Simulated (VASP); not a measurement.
All values below come from vdW-DF2, VASP's PBE PAW potentials (set 64) (plane waves; VASP).

The input files of a VASP run:

**INCAR**
```
AGGAC = 0.0
ALGO = Normal
EDIFF = 1E-6
EDIFFG = -0.02
ENCUT = 520
GGA = ML
IBRION = 2
ISIF = 3
ISMEAR = 0
LASPH = .TRUE.
LCHARG = .FALSE.
LMAXMIX = 4
LREAL = .FALSE.
LUSE_VDW = .TRUE.
LWAVE = .FALSE.
NELM = 100
NSW = 60
PREC = Accurate
SIGMA = 0.05
SYSTEM = CdS
ZAB_VDW = -1.8867
```

**KPOINTS**
```
Automatic mesh
0
Gamma
6 6 3
0 0 0
```

**POSCAR**
```
CdS
1
    2.1513222415    -3.7261992339    -0.0000000000
    2.1513222415     3.7261992339    -0.0000000000
   -0.0000000000     0.0000000000     7.0043476208
Cd S
2 2
Direct
  0.6666670000   0.3333330000   0.5001337075
  0.3333330000   0.6666670000   0.0001337075
  0.6666670000   0.3333330000   0.8768662925
  0.3333330000   0.6666670000   0.3768662925
```

POTCAR, in this order: Cd S (PBE.64 set). Program: vasp_std.

Output

**OUTCAR**
```
 ion  position               nearest neighbor table
   1  0.667  0.333  0.500-   4 2.63   4 2.63   4 2.63   3 2.64
   2  0.333  0.667  0.000-   3 2.63   3 2.63   3 2.63   4 2.64
   3  0.667  0.333  0.877-   2 2.63   2 2.63   2 2.63   1 2.64
   4  0.333  0.667  0.377-   1 2.63   1 2.63   1 2.63   2 2.64
  LATTYP: Found a hexagonal cell.
 ALAT       =     4.3026443169
 C/A-ratio  =     1.6279169518
 Subroutine PRICEL returns:
 Original cell was already a primitive cell.
 Subroutine GETGRP returns: Found 12 space group operations
The static configuration has the point symmetry C_3v.
 The point group associated with its full space group is C_6v.
The dynamic configuration has the point symmetry C_3v.
 Subroutine INISYM returns: Found 12 space group operations
 Subroutine IBZKPT returns following result:
 Found     14 irreducible k-points:

 Following reciprocal coordinates:
            Coordinates               Weight
  0.000000  0.000000  0.000000      1.000000
  0.166667  0.000000  0.000000      6.000000
  0.333333  0.000000  0.000000      6.000000
  0.500000  0.000000  0.000000      3.000000
  0.166667  0.166667  0.000000      6.000000
...
```

**OSZICAR**
```
       N       E                     dE             d eps       ncg     rms          rms(c)
DAV:   1     0.255808838969E+03    0.25581E+03   -0.17448E+04   616   0.147E+03
DAV:   2     0.116110653411E+02   -0.24420E+03   -0.23958E+03   700   0.352E+02
DAV:   3    -0.344459176864E+01   -0.15056E+02   -0.14990E+02   736   0.850E+01
DAV:   4    -0.363059357368E+01   -0.18600E+00   -0.18590E+00   732   0.967E+00
DAV:   5    -0.363397580444E+01   -0.33822E-02   -0.33821E-02   754   0.127E+00    0.867E+00
DAV:   6    -0.213269461110E+01    0.15013E+01   -0.39680E+00   742   0.170E+01    0.721E+00
DAV:   7    -0.213084897857E+01    0.18456E-02   -0.71262E-01   700   0.501E+00    0.427E+00
DAV:   8    -0.212960559393E+01    0.12434E-02   -0.74227E-02   676   0.269E+00    0.352E-01
DAV:   9    -0.212584694986E+01    0.37586E-02   -0.18706E-02   784   0.138E+00    0.111E-01
DAV:  10    -0.212612718809E+01   -0.28024E-03   -0.14297E-03   688   0.278E-01    0.865E-02
DAV:  11    -0.212618640058E+01   -0.59212E-04   -0.12232E-04   730   0.802E-02    0.577E-02
DAV:  12    -0.212619015468E+01   -0.37541E-05   -0.71341E-05   676   0.598E-02    0.503E-03
DAV:  13    -0.212618894465E+01    0.12100E-05   -0.58908E-06   638   0.234E-02    0.273E-03
DAV:  14    -0.212618862520E+01    0.31945E-06   -0.27956E-07   398   0.575E-03
   1 F= -.21261886E+01 E0= -.21261886E+01  d E =-.212619E+01
```

**OUTCAR**
```
------------------------ aborting loop because EDIFF is reached ----------------------------------------
  FORCE on cell =-STRESS in cart. coord.  units (eV):
  Direction    XX          YY          ZZ          XY          YZ          ZX
  --------------------------------------------------------------------------------------
  Total        0.0077414      0.0077414      0.0644843      0.0000000      0.0000000      0.0000000
  in kB        0.1104490      0.1104490      0.9200161      0.0000000      0.0000000      0.0000000
  external PRESSURE =       0.3803047 kB  Pullay stress =       0.0000000 kB
  volume of cell :      112.30
      direct lattice vectors                 reciprocal lattice vectors
     2.151322241 -3.726199234  0.000000000     0.232415205 -0.134184988  0.000000000
     2.151322241  3.726199234  0.000000000     0.232415205  0.134184988  0.000000000
     0.000000000  0.000000000  7.004347621     0.000000000  0.000000000  0.142768471
  FREE ENERGIE OF THE ION-ELECTRON SYSTEM (eV)
  ---------------------------------------------------
  free  energy   TOTEN  =        -2.1261886252 eV

  energy  without entropy=       -2.1261886252  energy(sigma->0) =       -2.12618863

 reached required accuracy - stopping structural energy minimisation
```
(Selected blocks of OUTCAR.)

### OUTCAR
```
 val. band max:        0.2572285111   @ k =   0.0000   0.0000   0.0000

 cond. band min:       0.9531457701   @ k =   0.0000   0.0000   0.0000


 Fermi energy:         0.4674865848

 k-point     1 :       0.0000    0.0000    0.0000
  band No.  band energies     occupation
      1     -11.4799      2.00000
      2     -11.1607      2.00000
      3      -7.1676      2.00000
      4      -7.1630      2.00000
      5      -7.1630      2.00000
      6      -7.1054      2.00000
      7      -7.1054      2.00000
      8      -6.8920      2.00000
      9      -6.8920      2.00000
     10      -6.8306      2.00000
     11      -6.8306      2.00000
     12      -6.5859      2.00000
     13      -3.4275      2.00000
     14      -0.3301      2.00000
     15      -0.3300      2.00000
     16       0.2254      2.00000
     17       0.2572      2.00000
     18       0.2572      2.00000
     19       0.9531      0.00000
     20       2.7271      0.00000
     21       6.6707      0.00000
     22       6.6707      0.00000

 k-point     2 :       0.1667    0.0000    0.0000
  band No.  band energies     occupation
      1     -11.4088      2.00000
      2     -11.1299      2.00000
      3      -7.1455      2.00000
      4      -7.1367      2.00000
      5      -7.1017      2.00000
      6      -7.0715      2.00000
      7      -7.0685      2.00000
      8      -6.9051      2.00000
      9      -6.8906      2.00000
     10      -6.8528      2.00000
     11      -6.8254      2.00000
     12      -6.5415      2.00000
     13      -3.2833      2.00000
     14      -1.1758      2.00000
     15      -0.9039      2.00000
     16      -0.5811      2.00000
     17       0.0717      2.00000
     18       0.1099      2.00000
     19       2.1263      0.00000
     20       3.5160      0.00000
     21       5.9176      0.00000
     22       6.9176      0.00000

 k-point     3 :       0.3333    0.0000    0.0000
  band No.  band energies     occupation
      1     -11.2560      2.00000
...
```

The compound is CdS in the wurtzite structure. It was relaxed first, which changed the volume by +13 %. The start is the result of an earlier pass.
